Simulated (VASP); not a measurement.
VASP runs on NbP (space group P6/mmm) share one base input (PBE GGA, plane waves, VASP's PBE PAW potentials (set 64)) and change the settings named in each case.

### POSCAR
```
NbP
1
    5.6594610000     0.0000000000     0.0000000000
   -2.8297300000     4.9012370000     0.0000000000
    0.0000000000     0.0000000000     4.5666990000
Nb P
3 3
Direct
  0.5000000000   0.0000000000   0.0000000000
  0.5000000000   0.5000000000   0.0000000000
  0.0000000000   0.5000000000   0.0000000000
  0.0000000000   0.0000000000   0.0000000000
  0.3333330000   0.6666670000   0.5000000000
  0.6666670000   0.3333330000   0.5000000000
```

KPOINTS:
```
Automatic mesh
0
Gamma
5 5 5
0 0 0
```

**INCAR**
```
ALGO = Normal
EDIFF = 1E-6
ENCUT = 300
GGA = PE
ISIF = 2
ISMEAR = -1
LASPH = .True.
LCHARG = .False.
LMAXMIX = 4
LREAL = .False.
LWAVE = .False.
NELM = 100
PREC = Accurate
SIGMA = 0.05
SYSTEM = NbP
```

POTCAR, in this order: Nb_sv P (PBE.64 set). Program: vasp_std.

```tsv
change	E(σ→0) (eV/atom)	pressure (GPa)	−TS (eV)
base run	-7.9804	-16.84	-0.0409
GGA removed, POTCAR Nb_sv P (LDA.64 set)	-8.7442	(withheld)	(withheld)
GGA_COMPAT = .FALSE., LNONCOLLINEAR = .TRUE., LSORBIT = .TRUE., MAGMOM = 0.0 0.0 0.0 0.0 0.0 0.0 0.0 0.0 0.0 0.0 0.0 0.0 0.0 0.0 0.0 0.0 0.0 0.0, program vasp_ncl	-8.0238	(withheld)	-0.0409
KPOINTS 3×3×4 Γ-centred mesh	-7.9898	-16.67	-0.0402
```

Question: Complete the blanks.

Answer: 
- GGA_COMPAT = .FALSE., LNONCOLLINEAR = .TRUE., LSORBIT = .TRUE., MAGMOM = 0.0 0.0 0.0 0.0 0.0 0.0 0.0 0.0 0.0 0.0 0.0 0.0 0.0 0.0 0.0 0.0 0.0 0.0, program vasp_ncl, pressure (GPa): -16.83
- GGA removed, POTCAR Nb_sv P (LDA.64 set), pressure (GPa): -22.46
- GGA removed, POTCAR Nb_sv P (LDA.64 set), −TS (eV): -0.0407

Energies of different potentials or functionals have different zeros.  At 300 eV the pressure can carry a Pulay error.

Left out are runs that ran out of time, are held back, or changed the cell or the kind of run, fixed moments of cells without a moment, rows past the twelfth, gaps on odd meshes, pressures of charged cells and columns that move by less than the noise.

The structure was generated: NbP was put into an ordered model structure, which need not be its known phase. The cell was not relaxed at this level.
